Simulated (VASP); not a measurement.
Energy against volume of GaN (wurtzite). Method: optB86b-vdW, VASP's PBE PAW potentials (set 64) (plane waves; VASP 6.6.1). Numerical set-up: 520 eV cut-off, 8×8×4 Γ-centred mesh, Gaussian smearing of 0.050 eV, potentials Ga_d N.

Shape and ions are relaxed at each volume.

| V (Å³/atom) | E (eV/atom) |
|---|---|
| 10.852 | -3.81666 |
| 11.198 | -3.83686 |
| 11.544 | -3.84322 |
| 11.891 | -3.83783 |

Fit these four points and predict the energy of the run at 12.237 Å³/atom.

A cubic in V^(−2/3), the third-order Birch-Murnaghan form, passes through the four points with V0 = 11.55 Å³/atom and B0 = 180 GPa, and gives -3.8225 eV/atom there. The run gave -3.8225 eV/atom, +0.0 meV/atom from the fit; all five points give B0 = 180 GPa.

The compound is GaN in the wurtzite structure. It was relaxed first.
